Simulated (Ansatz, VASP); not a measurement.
**Two plane-wave programs on GaC3**

File INCAR:

```
PREC = Accurate
ENCUT = 520
EDIFF = 1E-6
ISMEAR = 0
SIGMA = 0.1
LREAL = F
LASPH = T
NELM = 100
ALGO = Normal
ISIF = 2
LWAVE = F
LCHARG = F
NBANDS = 20
```

KPOINTS

```
regular mesh
0
Gamma
  7 7 7
```

POSCAR

```
GaC3
1.0
    3.3626233770      0.0000000000      0.0000000000
    0.0000000000      3.3626233770      0.0000000000
    0.0000000000      0.0000000000      3.3626233770
Ga C
1 3
Direct
    0.0000000000      0.0000000000      0.0000000000
    0.0000000000      0.5000000000      0.5000000000
    0.5000000000      0.0000000000      0.5000000000
    0.5000000000      0.5000000000      0.0000000000
```

Input for Ansatz:

```yaml
crystal:
  lattice:
    - [3.3626233769901694, 0.0, 0.0]
    - [0.0, 3.3626233769901694, 0.0]
    - [0.0, 0.0, 3.3626233769901694]
  atoms:
    - { symbol: Ga, position: [0.0, 0.0, 0.0] }
    - { symbol: C, position: [0.0, 0.5, 0.5] }
    - { symbol: C, position: [0.5, 0.0, 0.5] }
    - { symbol: C, position: [0.5, 0.5, 0.0] }
basis:
  ecutwfc: 517.016338673772
kpoints:
  mp_grid:
    grid: [7, 7, 7]
hamiltonian:
  xc: lda
  pseudopotentials:
    kind: paw
scf:
  occupations:
    method: gaussian
    width: 0.1
output:
  stress: true
```

The cell comes from a database or a generator and needn't be the stable form of this composition.

Alike in both runs: task single point; functional LDA; k mesh 7 × 7 × 7; occupations gaussian, width 0.1 eV; no spin polarisation.

|  | VASP | Ansatz |
| --- | --- | --- |
| version | VASP 6.6.1 | Ansatz 0.2.0 |
| potentials or method | VASP PAW LDA potentials, release 64 (Ga_d, C) | plane waves, PAW |
| plane-wave cutoff (eV) | 520 | 517 |
| valence electrons in the cell | 25 | 25 |

Ansatz gave:

| Quantity | Value |
| --- | --- |
| pressure (GPa) | -13.2 |

**Question.** What did VASP give for the same quantities?

**Answer.** Pressure (GPa): -12.8.
